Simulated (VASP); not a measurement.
# BN (Qingsongite): convergence with the smearing and k-mesh

Aim: find what the smearing and k-mesh change for BN (Qingsongite), and what they cost. The series runs use PBE. The smearing tried: ISMEAR = 0, SIGMA = 0.01; ISMEAR = 0, SIGMA = 0.05; ISMEAR = 0, SIGMA = 0.1; ISMEAR = 0, SIGMA = 0.2; ISMEAR = 0, SIGMA = 0.5; ISMEAR = 1, SIGMA = 0.01; ISMEAR = 1, SIGMA = 0.05; ISMEAR = 1, SIGMA = 0.1; ISMEAR = 1, SIGMA = 0.2; ISMEAR = 1, SIGMA = 0.5; ISMEAR = -5. The k-mesh tried: 3 3 3; 4 4 4; 6 6 6; 7 7 7; 9 9 9; 13 13 13; 16 16 16; 19 19 19. The start is a cell from a database of measured crystal structures.

Method: PBE; plane waves and PAW (B, N), in VASP 6.6.1.

### 1. The starting structure

It takes space group F-43m (No. 216, cubic). The conventional cell has a = 3.615 Å, b = 3.615 Å, c = 3.615 Å, α = 90.00°, β = 90.00°, γ = 90.00°. Nearest to B lie 4 N at 1.57 Å. N has 4 B at 1.57 Å nearest. Farther neighbours and most contacts between anions are not listed.

Coordinates:

```
B N
1.0
     0.00000    1.80750    1.80750
     1.80750    0.00000    1.80750
     1.80750    1.80750    0.00000
B N
1 1
Direct
  0.00000 0.00000 0.00000
  0.25000 0.25000 0.25000
```

### 2. Smearing: ISMEAR = 0, SIGMA = 0.01

With a gap, smearing should do nothing until its tail reaches across the gap. PBE, the usual starting point, adds the gradient of the density.

The input, INCAR:

```
SYSTEM = BN
PREC = Accurate
ENCUT = 520
EDIFF = 1E-06
NELM = 100
ISMEAR = 0
SIGMA = 0.01
LREAL = .FALSE.
ALGO = Normal
GGA = PE
NBANDS = 10
LORBIT = 11
LWAVE = .FALSE.
LCHARG = .FALSE.
KPAR = 2
ISIF = 2
```

The input, POSCAR:

```
BN
1.0
    0.0000000000      1.8075000000      1.8075000000
    1.8075000000      0.0000000000      1.8075000000
    1.8075000000      1.8075000000      0.0000000000
B N
1 1
Direct
    0.0000000000      0.0000000000      0.0000000000
    0.2500000000      0.2500000000      0.2500000000
```

The input, KPOINTS:

```
Automatic mesh
0
Gamma
11 11 11
0 0 0
```

PAW data sets: B and N (PBE family, release 64).

The run is started by

```
$ mpirun -np 2 vasp_std
```

The program printed:

```text
[banner, memory and clock lines left out]
running    2 mpi-ranks, on    1 nodes
 distrk:  each k-point on    1 cores,    2 groups
 distr:  one band on    1 cores,    1 groups

 POSCAR found type information on POSCAR B N
 POSCAR found :  2 types and       2 ions
 LDA part: xc-table for (Slater+PW92), standard interpolation
 POSCAR, INCAR and KPOINTS ok, starting setup
 FFT: planning ... GRIDC
 FFT: planning ... GRID_SOFT
 FFT: planning ... GRID
 WAVECAR not read
 entering main loop
       N       E                     dE             d eps       ncg     rms          rms(c)
DAV:   1     0.958242141481E+01    0.95824E+01   -0.51698E+03  1144   0.804E+02
DAV:   2    -0.179365804395E+02   -0.27519E+02   -0.26753E+02  1434   0.170E+02
DAV:   3    -0.184142794362E+02   -0.47770E+00   -0.47691E+00  1312   0.197E+01
DAV:   4    -0.184149081831E+02   -0.62875E-03   -0.62873E-03  1200   0.797E-01
DAV:   5    -0.184149088360E+02   -0.65286E-06   -0.65286E-06  1280   0.255E-02    0.670E+00
DAV:   6    -0.175361912977E+02    0.87872E+00   -0.30315E+00  1178   0.109E+01    0.327E+00
DAV:   7    -0.174638945918E+02    0.72297E-01   -0.10265E-01  1222   0.282E+00    0.192E+00
DAV:   8    -0.174495238180E+02    0.14371E-01   -0.37432E-02  1258   0.150E+00    0.193E-01
DAV:   9    -0.174497131707E+02   -0.18935E-03   -0.90813E-04  1186   0.270E-01    0.808E-02
DAV:  10    -0.174497944314E+02   -0.81261E-04   -0.11915E-04  1228   0.998E-02    0.148E-02
DAV:  11    -0.174497995990E+02   -0.51676E-05   -0.10097E-05  1326   0.271E-02    0.104E-02
DAV:  12    -0.174497995602E+02    0.38798E-07   -0.18548E-06   708   0.992E-03
   1 F= -.17449800E+02 E0= -.17449800E+02  d E =-.892966E-44
```

Run time: 3.8 s. Hardware: 2 MPI ranks of AMD EPYC 7R43, shared host; peak memory 0.18 GiB.

The logs omit lines about the potential files and the build; timing stands in the text.

Parts of OUTCAR (step 2):

```text
ion  position               nearest neighbor table
   1  0.000  0.000  0.000-   2 1.57   2 1.57   2 1.57   2 1.57
   2  0.250  0.250  0.250-   1 1.57   1 1.57   1 1.57   1 1.57

  LATTYP: Found a face centered cubic cell.
 ALAT       =     3.6150000000

 Subroutine GETGRP returns: Found 24 space group operations
 (whereof 24 operations were pure point group operations)

The static configuration has the point symmetry T_d .

 Found     56 irreducible k-points:

   k-points           NKPTS =     56   k-points in BZ     NKDIM =     56   number of bands    NBANDS=     10

   dimension x,y,z NGX =    20 NGY =   20 NGZ =   20
   dimension x,y,z NGXF=    40 NGYF=   40 NGZF=   40

   ENCUT  =  520.0 eV  38.22 Ry    6.18 a.u.   4.75  4.75  4.75*2*pi/ulx,y,z

   NELECT =       8.0000    total number of electrons

 k-points in reciprocal lattice and weights: Automatic mesh
   0.00000000  0.00000000  0.00000000       0.001
   0.09090909  0.00000000  0.00000000       0.006
   0.18181818  0.00000000  0.00000000       0.006
   0.27272727  0.00000000  0.00000000       0.006
   0.36363636  0.00000000  0.00000000       0.006
   0.45454545  0.00000000  0.00000000       0.006
   0.09090909  0.09090909  0.00000000       0.005
   0.18181818  0.09090909  0.00000000       0.018
   0.27272727  0.09090909  0.00000000       0.018
[...]
-0.36363636  0.45454545  0.18181818       0.018
  -0.27272727  0.45454545  0.18181818       0.018

 average (electrostatic) potential at core
       1 -24.4738       2 -60.3942

 E-fermi :   7.4979

 k-point     1 :       0.0000    0.0000    0.0000
  band No.  band energies     occupation
      1     -12.8278      2.00000
      2       7.4029      2.00000
      3       7.4029      2.00000
      4       7.4029      2.00000
      5      16.2228      0.00000
      6      16.2228      0.00000
      7      16.2228      0.00000
      8      17.7523      0.00000
      9      32.1552      0.00000
    ...

 k-point     2 :       0.0909    0.0000    0.0000
  band No.  band energies     occupation
      1     -12.6267      2.00000
      2       6.3333      2.00000
      3       7.1901      2.00000
      4       7.1901      2.00000
      5      16.4618      0.00000
      6      16.5452      0.00000
      7      16.5452      0.00000
      8      18.4156      0.00000
      9      31.9128      0.00000
    ...

 k-point     3 :       0.1818    0.0000    0.0000
  band No.  band energies     occupation
      1     -12.0326      2.00000
      2       3.9532      2.00000
      3       6.6901      2.00000
      4       6.6901      2.00000
      5      16.8038      0.00000
      6      17.2581      0.00000
      7      17.2581      0.00000
      8      19.9008      0.00000
      9      31.2414      0.00000
    ...

  Total        0.2430009      0.2430009      0.2430009      0.0000000      0.0000000      0.0000000
  in kB       32.9650326     32.9650326     32.9650326      0.0000000      0.0000000      0.0000000
  external PRESSURE =      32.9650326 kB  Pullay stress =       0.0000000 kB

  energy-cutoff  :      520.00
  volume of cell :       11.81
      direct lattice vectors                 reciprocal lattice vectors
     0.000000000  1.807500000  1.807500000    -0.276625173  0.276625173  0.276625173
     1.807500000  0.000000000  1.807500000     0.276625173 -0.276625173  0.276625173
     1.807500000  1.807500000  0.000000000     0.276625173  0.276625173 -0.276625173

 POSITION                                       TOTAL-FORCE (eV/Angst)
 -----------------------------------------------------------------------------------
      0.00000      0.00000      0.00000         0.000000      0.000000      0.000000
      0.90375      0.90375      0.90375        -0.000000     -0.000000     -0.000000
 -----------------------------------------------------------------------------------
    total drift:                                0.000000      0.000000      0.000000

  FREE ENERGIE OF THE ION-ELECTRON SYSTEM (eV)
  ---------------------------------------------------
  free  energy   TOTEN  =       -17.4497995602 eV

  energy  without entropy=      -17.4497995602  energy(sigma->0) =      -17.44979956

 total charge
# of ion       s       p       d       tot
------------------------------------------
    1        0.678   1.360   0.000   2.038
    2        1.213   2.763   0.000   3.977
--------------------------------------------------
tot          1.891   4.123   0.000   6.014

[... 3 further parts left out ...]
```

The gap is read on the k-mesh alone, so it is an upper bound where the band edges lie off the mesh.

This step gave:

| Quantity | Value |
| --- | --- |
| electronic steps | 12 |
| electrons | 8 |
| bands | 10 |
| irreducible k points | 56 |
| symmetry operations | 24 |
| free energy (TOTEN) | -17.45 eV |
| Fermi energy | 7.498 eV |
| pressure | 3.297 GPa |
| metallic | no |
| valence top at k | 0, 0, 0 |
| conduction bottom at k | 0.4545, 0.4545, 0 |
| least direct gap at k | 0, 0, 0 |
| gap on the k-mesh | 4.563 eV |
| least direct gap on the k-mesh | 8.820 eV |

The series starts at -8.7249 eV an atom and 3.30 GPa, after 12 cycles in 3.8 s. The entropy term T·S comes to 0.00 meV an atom in size.

### 3. Smearing: ISMEAR = 0, SIGMA = 0.05

Changes to INCAR since step 2:

```diff
@@ -6,3 +6,3 @@
 ISMEAR = 0
-SIGMA = 0.01
+SIGMA = 0.05
 LREAL = .FALSE.
```

POSCAR is that of step 2.

KPOINTS is that of step 2.

The run is started by

```
$ mpirun -np 2 vasp_std
```

The program printed:

```text
[... set-up lines as in an earlier step ...]
 entering main loop
       N       E                     dE             d eps       ncg     rms          rms(c)
DAV:   1     0.958201652831E+01    0.95820E+01   -0.51698E+03  1144   0.804E+02
DAV:   2    -0.179365804398E+02   -0.27519E+02   -0.26753E+02  1434   0.170E+02
[... 2 cycles as in an earlier step ...]
DAV:   5    -0.184149088362E+02   -0.65303E-06   -0.65286E-06  1280   0.255E-02    0.670E+00
DAV:   6    -0.175361912978E+02    0.87872E+00   -0.30315E+00  1178   0.109E+01    0.327E+00
[... 5 cycles as in an earlier step ...]
DAV:  12    -0.174497995602E+02    0.38780E-07   -0.18548E-06   708   0.992E-03
   1 F= -.17449800E+02 E0= -.17449800E+02  d E =-.116102E-15
```

Run time: 4.2 s. Hardware: 2 MPI ranks; peak memory 0.18 GiB.

Parts of OUTCAR (step 3):

```text
  Total        0.2430009      0.2430009      0.2430009      0.0000000      0.0000000      0.0000000
  in kB       32.9650328     32.9650328     32.9650328      0.0000000      0.0000000      0.0000000
  external PRESSURE =      32.9650328 kB  Pullay stress =       0.0000000 kB

 POSITION                                       TOTAL-FORCE (eV/Angst)
 -----------------------------------------------------------------------------------
      0.00000      0.00000      0.00000        -0.000000     -0.000000     -0.000000
      0.90375      0.90375      0.90375         0.000000      0.000000      0.000000
 -----------------------------------------------------------------------------------
    total drift:                                0.000000      0.000000      0.000000

[... 4 parts as in an earlier step ...]

[... 1 further part left out ...]
[key lines of the parts left out:]
E-fermi :   7.6628
```

Against the run before the energy at zero width stays within 0.01 meV an atom and the pressure within 0.01 GPa, after 12 cycles in 4.2 s. The entropy term T·S comes to 0.00 meV an atom in size.

### 4. Smearing: ISMEAR = 0, SIGMA = 0.1

Changes to INCAR since step 3:

```diff
@@ -6,3 +6,3 @@
 ISMEAR = 0
-SIGMA = 0.05
+SIGMA = 0.1
 LREAL = .FALSE.
```

POSCAR is that of step 3.

KPOINTS is that of step 3.

The run is started by

```
$ mpirun -np 2 vasp_std
```

The program printed:

```text
[... set-up lines as in an earlier step ...]
 entering main loop
       N       E                     dE             d eps       ncg     rms          rms(c)
DAV:   1     0.958148096119E+01    0.95815E+01   -0.51698E+03  1144   0.804E+02
DAV:   2    -0.179365804399E+02   -0.27518E+02   -0.26753E+02  1434   0.170E+02
[... 2 cycles as in an earlier step ...]
DAV:   5    -0.184149088359E+02   -0.65285E-06   -0.65286E-06  1280   0.255E-02    0.670E+00
[... 6 cycles as in an earlier step ...]
DAV:  12    -0.174497995602E+02    0.38821E-07   -0.18548E-06   708   0.992E-03
   1 F= -.17449800E+02 E0= -.17449800E+02  d E =-.114207E-11
```

Run time: 3.8 s. Hardware: 2 MPI ranks; peak memory 0.18 GiB; 6.5 s of CPU time.

From OUTCAR (step 4):

```text
  Total        0.2430009      0.2430009      0.2430009     -0.0000000      0.0000000     -0.0000000
  in kB       32.9650326     32.9650326     32.9650326     -0.0000000      0.0000000     -0.0000000
  external PRESSURE =      32.9650326 kB  Pullay stress =       0.0000000 kB

[... 5 parts as in an earlier step ...]

[... 1 further part left out ...]
[key lines of the parts left out:]
E-fermi :   7.8333
```

Against the run before the energy at zero width stays within 0.01 meV an atom and the pressure within 0.01 GPa, after 12 cycles in 3.8 s. The entropy term T·S comes to 0.00 meV an atom in size.

### 5. Smearing: ISMEAR = 0, SIGMA = 0.2

Changes to INCAR since step 4:

```diff
@@ -6,3 +6,3 @@
 ISMEAR = 0
-SIGMA = 0.1
+SIGMA = 0.2
 LREAL = .FALSE.
```

POSCAR is that of step 4.

KPOINTS is that of step 4.

The run is started by

```
$ mpirun -np 2 vasp_std
```

The program printed:

```text
[... set-up lines as in an earlier step ...]
 entering main loop
       N       E                     dE             d eps       ncg     rms          rms(c)
DAV:   1     0.958019601049E+01    0.95802E+01   -0.51698E+03  1144   0.804E+02
DAV:   2    -0.179365804399E+02   -0.27517E+02   -0.26751E+02  1434   0.170E+02
DAV:   3    -0.184142794363E+02   -0.47770E+00   -0.47691E+00  1312   0.197E+01
[... 1 cycle as in an earlier step ...]
DAV:   5    -0.184149088360E+02   -0.65285E-06   -0.65286E-06  1280   0.255E-02    0.670E+00
[... 2 cycles as in an earlier step ...]
DAV:   8    -0.174495238186E+02    0.14371E-01   -0.37432E-02  1258   0.150E+00    0.193E-01
DAV:   9    -0.174497131715E+02   -0.18935E-03   -0.90813E-04  1186   0.270E-01    0.808E-02
DAV:  10    -0.174497944320E+02   -0.81261E-04   -0.11915E-04  1228   0.998E-02    0.148E-02
DAV:  11    -0.174497995996E+02   -0.51676E-05   -0.10097E-05  1326   0.271E-02    0.104E-02
DAV:  12    -0.174497995609E+02    0.38752E-07   -0.18548E-06   708   0.992E-03
   1 F= -.17449800E+02 E0= -.17449800E+02  d E =-.638838E-10
```

Wall time 4 s (2 MPI ranks); peak memory 0.17 GiB; 6.6 s of CPU time.

From OUTCAR (step 5):

```text
  Total        0.2430009      0.2430009      0.2430009     -0.0000000      0.0000000      0.0000000
  in kB       32.9650325     32.9650325     32.9650325     -0.0000000      0.0000000      0.0000000
  external PRESSURE =      32.9650325 kB  Pullay stress =       0.0000000 kB

  FREE ENERGIE OF THE ION-ELECTRON SYSTEM (eV)
  ---------------------------------------------------
  free  energy   TOTEN  =       -17.4497995609 eV

  energy  without entropy=      -17.4497995608  energy(sigma->0) =      -17.44979956

[... 3 parts as in an earlier step ...]

[... 1 further part left out ...]
[key lines of the parts left out:]
E-fermi :   8.1826
```

Against the run before the energy at zero width stays within 0.01 meV an atom and the pressure within 0.01 GPa, after 12 cycles in 4 s. The entropy term T·S comes to 0.00 meV an atom in size.

### 6. Smearing: ISMEAR = 0, SIGMA = 0.5

Changes to INCAR since step 5:

```diff
@@ -6,3 +6,3 @@
 ISMEAR = 0
-SIGMA = 0.2
+SIGMA = 0.5
 LREAL = .FALSE.
```

POSCAR is that of step 5.

KPOINTS is that of step 5.

The run is started by

```
$ mpirun -np 2 vasp_std
```

The program printed:

```text
[... set-up lines as in an earlier step ...]
 entering main loop
       N       E                     dE             d eps       ncg     rms          rms(c)
DAV:   1     0.957518088332E+01    0.95752E+01   -0.51698E+03  1144   0.804E+02
DAV:   2    -0.179365804396E+02   -0.27512E+02   -0.26742E+02  1434   0.170E+02
DAV:   3    -0.184142794366E+02   -0.47770E+00   -0.47691E+00  1312   0.197E+01
DAV:   4    -0.184149081832E+02   -0.62875E-03   -0.62873E-03  1200   0.797E-01
DAV:   5    -0.184149088361E+02   -0.65287E-06   -0.65286E-06  1280   0.255E-02    0.670E+00
[... 1 cycle as in an earlier step ...]
DAV:   7    -0.174638945919E+02    0.72297E-01   -0.10265E-01  1222   0.282E+00    0.192E+00
DAV:   8    -0.174495238183E+02    0.14371E-01   -0.37432E-02  1258   0.150E+00    0.193E-01
DAV:   9    -0.174497131710E+02   -0.18935E-03   -0.90813E-04  1186   0.270E-01    0.808E-02
DAV:  10    -0.174497944317E+02   -0.81261E-04   -0.11915E-04  1228   0.998E-02    0.148E-02
DAV:  11    -0.174497995993E+02   -0.51677E-05   -0.10097E-05  1326   0.271E-02    0.104E-02
DAV:  12    -0.174497995604E+02    0.38874E-07   -0.18548E-06   708   0.992E-03
   1 F= -.17449800E+02 E0= -.17449800E+02  d E =-.556929E-10
```

It took 4.4 s on 2 MPI ranks; peak memory 0.17 GiB.

From OUTCAR (step 6):

```text
  Total        0.2430009      0.2430009      0.2430009      0.0000000      0.0000000     -0.0000000
  in kB       32.9650327     32.9650327     32.9650327      0.0000000      0.0000000     -0.0000000
  external PRESSURE =      32.9650327 kB  Pullay stress =       0.0000000 kB

  FREE ENERGIE OF THE ION-ELECTRON SYSTEM (eV)
  ---------------------------------------------------
  free  energy   TOTEN  =       -17.4497995604 eV

  energy  without entropy=      -17.4497995604  energy(sigma->0) =      -17.44979956

[... 3 parts as in an earlier step ...]

[... 1 further part left out ...]
[key lines of the parts left out:]
E-fermi :   9.4319
```

Against the run before the energy at zero width stays within 0.01 meV an atom and the pressure within 0.01 GPa, after 12 cycles in 4.4 s. The entropy term T·S comes to 0.00 meV an atom in size.

### 7. Smearing: ISMEAR = 1, SIGMA = 0.01

Changes to INCAR since step 6:

```diff
@@ -5,4 +5,4 @@
 NELM = 100
-ISMEAR = 0
-SIGMA = 0.5
+ISMEAR = 1
+SIGMA = 0.01
 LREAL = .FALSE.
```

POSCAR is that of step 6.

KPOINTS is that of step 6.

The run is started by

```
$ mpirun -np 2 vasp_std
```

The program printed:

```text
[... set-up lines as in an earlier step ...]
 entering main loop
       N       E                     dE             d eps       ncg     rms          rms(c)
DAV:   1     0.958247209414E+01    0.95825E+01   -0.51698E+03  1144   0.804E+02
[... 2 cycles as in an earlier step ...]
DAV:   4    -0.184149068758E+02   -0.62744E-03   -0.62873E-03  1200   0.797E-01
DAV:   5    -0.184149088357E+02   -0.19598E-05   -0.65286E-06  1280   0.255E-02    0.670E+00
[... 6 cycles as in an earlier step ...]
DAV:  12    -0.174497995602E+02    0.38845E-07   -0.18548E-06   708   0.992E-03
   1 F= -.17449800E+02 E0= -.17449800E+02  d E =0.800583E-42
```

It took 5 s on 2 MPI ranks; peak memory 0.18 GiB.

Parts of OUTCAR (step 7):

```text
  Total        0.2430009      0.2430009      0.2430009     -0.0000000     -0.0000000      0.0000000
  in kB       32.9650327     32.9650327     32.9650327     -0.0000000     -0.0000000      0.0000000
  external PRESSURE =      32.9650327 kB  Pullay stress =       0.0000000 kB

[... 5 parts as in an earlier step ...]

[... 1 further part left out ...]
[key lines of the parts left out:]
E-fermi :   7.4979
```

Methfessel-Paxton smearing is not meant for a cell with a gap.

Against the first of the series the energy at zero width stays within 0.01 meV an atom and the pressure within 0.01 GPa, after 12 cycles in 5 s. The entropy term T·S comes to 0.00 meV an atom in size.

### 8. Smearing: ISMEAR = 1, SIGMA = 0.05

Changes to INCAR since step 7:

```diff
@@ -6,3 +6,3 @@
 ISMEAR = 1
-SIGMA = 0.01
+SIGMA = 0.05
 LREAL = .FALSE.
```

POSCAR is that of step 7.

KPOINTS is that of step 7.

The run is started by

```
$ mpirun -np 2 vasp_std
```

The program printed:

```text
[... set-up lines as in an earlier step ...]
 entering main loop
       N       E                     dE             d eps       ncg     rms          rms(c)
DAV:   1     0.958227112502E+01    0.95823E+01   -0.51698E+03  1144   0.804E+02
DAV:   2    -0.179365782610E+02   -0.27519E+02   -0.26753E+02  1434   0.170E+02
DAV:   3    -0.184142729053E+02   -0.47769E+00   -0.47691E+00  1312   0.197E+01
DAV:   4    -0.184149016487E+02   -0.62874E-03   -0.62873E-03  1200   0.797E-01
[...]
DAV:  10    -0.174497878976E+02   -0.81261E-04   -0.11915E-04  1228   0.998E-02    0.148E-02
DAV:  11    -0.174497930646E+02   -0.51670E-05   -0.10097E-05  1326   0.271E-02    0.104E-02
DAV:  12    -0.174497930255E+02    0.39072E-07   -0.18548E-06   708   0.992E-03
   1 F= -.17449793E+02 E0= -.17449795E+02  d E =0.653408E-05
```

Wall time 3.8 s (2 MPI ranks); peak memory 0.18 GiB.

From OUTCAR (step 8):

```text
  Total        0.2430009      0.2430009      0.2430009      0.0000000      0.0000000      0.0000000
  in kB       32.9650329     32.9650329     32.9650329      0.0000000      0.0000000      0.0000000
  external PRESSURE =      32.9650329 kB  Pullay stress =       0.0000000 kB

  FREE ENERGIE OF THE ION-ELECTRON SYSTEM (eV)
  ---------------------------------------------------
  free  energy   TOTEN  =       -17.4497930255 eV

  energy  without entropy=      -17.4497995596  energy(sigma->0) =      -17.44979520

[... 3 parts as in an earlier step ...]

[... 1 further part left out ...]
[key lines of the parts left out:]
E-fermi :   7.4450
```

Against the run before the energy at zero width stays within 0.01 meV an atom and the pressure within 0.01 GPa, after 12 cycles in 3.8 s. The entropy term T·S comes to 0.00 meV an atom in size.

(Part 1 of 3 ends here.)

[Lines on the potential files, build, host, timing and source positions are cut from VASP's logs without a mark.]

[Logs are printed without paths, hosts, clocks, repeated set-up lines and the standing remarks that a program may print on its own settings, such as how far it seeks lower states.]

[Hosts, paths, dates, database ids (printed as entryN), source tags and the programs' standing remarks are cut or masked in the printed files.]

[A measured line is paired with the nearest computed mode of its activity, which favours agreement.]
